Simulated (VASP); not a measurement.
Crystal: HfC.

```
CELL_PARAMETERS angstrom
0.00000 2.31714 2.31714
2.31714 0.00000 2.31714
2.31714 2.31714 0.00000
ATOMIC_POSITIONS crystal
Hf 0.00000 0.00000 0.00000
C 0.50000 0.50000 0.50000
```

The cell is a database's computed one.

* Program: VASP 6.6.1
* Task: relaxation of cell and atoms
* Functional: RPBE
* Potentials or basis: VASP PAW PBE potentials, release 64 (Hf_pv, C)
* Cutoff: 600 eV
* k mesh: 16 × 16 × 16
* Occupations: gaussian, width 0.1 eV
* Spin: no spin polarisation

At the start: pressure 5.9 GPa; volume 12.44 Å³/atom.

**Question.** Where does the relaxation end?

**Answer.** Over 3 steps the energy falls by 5.6 meV/atom and the volume is 12.76 Å³/atom (+2.5 %); space group Fm-3m (No. 225, to 0.05 Å).

Step by step:
| step | energy change (eV) | largest force (eV/Å) | pressure (GPa) | volume (Å³) |
| --- | --- | --- | --- | --- |
| 1 | 0.0000 | 0.0000 | 5.94 | 24.88 |
| 2 | 0.0191 | 0.0000 | -8.71 | 26.58 |
| 3 | -0.0113 | 0.0000 | -0.05 | 25.51 |

Final structure:
```yaml
crystal:
  lattice:
    - [0.00000, 2.33648, 2.33648]
    - [2.33648, 0.00000, 2.33648]
    - [2.33648, 2.33648, 0.00000]
  atoms:
    - { symbol: Hf, position: [0.00000, 0.00000, 0.00000] }
    - { symbol: C, position: [0.50000, 0.50000, 0.50000] }
```

Caveat: the PAW data sets were made with another functional, which shifts forces and pressure a little.
